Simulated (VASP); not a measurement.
Data:

```
PtTe2
1.0
    2.02693    -3.51075     0.00000
    2.02693     3.51075     0.00000
    0.00000     0.00000     5.07178
Te Pt
2 1
Direct
  0.33333   0.66667   0.26713
  0.66667   0.33333   0.73287
  0.00000   0.00000   0.00000
```

Method: PBE GGA with D3 dispersion (Becke-Johnson damping), VASP's PBE PAW potentials (set 64) (plane waves; VASP). Settings: 520 eV cut-off, Gaussian smearing of 0.050 eV, potentials Te Pt.

**Question.** Give the energies of bands 3 to 14 at the high-symmetry points, in eV from the Fermi level.

**Answer.** 
```csv
band,Γ,M,K,A,L,H
3,-6.81,-6.69,-6.82,-5.61,-7.26,-6.18
4,-5.74,-5.05,-5.55,-5.61,-5.99,-6.18
5,-5.74,-4.79,-5.55,-4.42,-5.43,-5.86
6,-3.77,-3.81,-4.32,-3.81,-4.40,-4.38
7,-3.77,-3.64,-4.32,-3.81,-3.49,-4.01
8,-2.71,-3.47,-3.66,-2.30,-3.42,-4.01
9,-0.54,-3.42,-1.88,-1.42,-3.25,-3.49
10,-0.54,-3.27,-1.83,-1.41,-2.32,-2.75
11,0.71,-2.93,-1.83,-1.41,-0.71,-2.75
12,0.71,0.03,-0.22,2.19,0.16,2.67
13,1.58,2.63,-0.22,2.19,1.30,2.67
14,2.52,3.91,2.50,4.18,4.41,5.82
```

It has no gap at this level: it comes out as a metal or semimetal.

The compound is PtTe2 in the 1T layered structure. It was relaxed first.
